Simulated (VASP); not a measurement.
OSZICAR of a VASP run on P (black):

**OSZICAR**
```
       N       E                     dE             d eps       ncg     rms          rms(c)
DAV:   1     0.535219472168E+02    0.53522E+02   -0.70685E+03    56   0.967E+02
DAV:   2    -0.174252186978E+02   -0.70947E+02   -0.70006E+02    74   0.160E+02
DAV:   3    -0.207649782218E+02   -0.33398E+01   -0.33238E+01    74   0.382E+01
DAV:   4    -0.208081445960E+02   -0.43166E-01   -0.43150E-01    74   0.532E+00
DAV:   5    -0.208093339058E+02   -0.11893E-02   -0.11893E-02    74   0.778E-01    0.961E+00
DAV:   6    -0.207126409510E+02    0.96693E-01   -0.56305E-02    68   0.140E+00    0.579E+00
DAV:   7    -0.206697450323E+02    0.42896E-01   -0.10069E-01    62   0.199E+00    0.212E-01
DAV:   8    -0.206698313367E+02   -0.86304E-04   -0.64360E-03    68   0.566E-01    0.114E-01
DAV:   9    -0.206699738790E+02   -0.14254E-03   -0.45459E-04    68   0.142E-01    0.504E-02
DAV:  10    -0.206700251282E+02   -0.51249E-04   -0.37447E-05    68   0.449E-02    0.185E-02
DAV:  11    -0.206700392848E+02   -0.14157E-04   -0.13980E-05    56   0.295E-02    0.356E-03
DAV:  12    -0.206700401923E+02   -0.90746E-06   -0.97981E-07    46   0.705E-03
   1 F= -.20670040E+02 E0= -.20670040E+02  d E =-.145343E-13
```

Problem. Which electronic solver shows in the log?

Solution. It is blocked Davidson (ALGO = Normal, or the opening steps of other solvers). The INCAR had ALGO = Normal.

Problem. Can the final energy be trusted as converged?

Solution. The calculation finished and met its thresholds. It stopped with EDIFF = 1E-6, NELM = 100 (PBE GGA, plane waves, VASP's PBE PAW potentials (set 64)).

The compound is P in the black structure. The cell was not relaxed at this level. The k-mesh is coarse (spacing up to 0.98 per Å, 2π included), so the numbers may not be converged in it. The run is one of a series of settings (KPOINTS 2×2×2 Monkhorst-Pack mesh against the base run), some of them coarse on purpose.
